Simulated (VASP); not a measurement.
A run of VASP 6.6.1 is set up as follows.

Contents of INCAR:

```
SYSTEM = LiTi2H2
PREC     = Accurate       ! precision mode
ENCUT    = 520            ! plane-wave cutoff, eV
EDIFF    = 1E-7           ! SCF threshold, eV
ISMEAR   = -1             ! smearing method
SIGMA    = 0.1            ! smearing width, eV
LREAL    = .FALSE.        ! projectors in reciprocal space
LASPH    = .TRUE.         ! aspherical terms in the spheres
NELM     = 100            ! most SCF steps
ALGO     = Normal         ! electronic algorithm
ISIF     = 2              ! what is computed and relaxed
LWAVE    = .FALSE.        ! write WAVECAR
LCHARG   = .TRUE.         ! write CHGCAR
LDIPOL   = .TRUE.       
IDIPOL   = 3            
DIPOL    = 0.5 0.5 0.471
GGA      = PS             ! functional
LELF     = .TRUE.         ! ELF
LVHAR    = .TRUE.       
LVACPOTAV= .TRUE.       
NBANDS   = 22             ! bands
```

File KPOINTS:

```
regular mesh
0
G
  7 7 1
  0 0 0
```

The input POSCAR:

```
LiTi2H2
1.0
    2.9552780000      0.0000000000      0.0000000000
   -1.4776390000      2.5593458232      0.0000000000
    0.0000000000      0.0000000000     18.6194615740
Ti H Li
2 2 1
Direct
    0.0000000000      0.0000000000      0.3222434750
    0.6666666667      0.3333333333      0.4518376833
    0.3333333333      0.6666666667      0.3870405792
    0.0000000000      0.0000000000      0.5166347875
    0.0000000000      0.0000000000      0.6777565250
```

Potentials or basis: VASP PAW PBE potentials, release 64 (Ti_sv, H, Li_sv).

Command:

```console
$ cat potpaw_PBE.64/Ti_sv/POTCAR potpaw_PBE.64/H/POTCAR potpaw_PBE.64/Li_sv/POTCAR > POTCAR
$ mpirun -np 1 vasp_std > vasp.out
```

Q: What does it give for the largest force?

A: 0.739 eV/Å.

Q: Predict the work function of the lower face.

A: 4.49 eV.

Q: Estimate the work function of the upper face.

A: 3.63 eV.

Forces on the atoms (eV/Å):
```
Ti   0.000  0.000  0.218
Ti   0.000  0.000  0.515
H    0.000  0.000  0.189
H    0.000  0.000 -0.739
Li   0.000  0.000 -0.183
```

Caveat: the PAW data sets were made with another functional, which shifts forces and pressure a little.
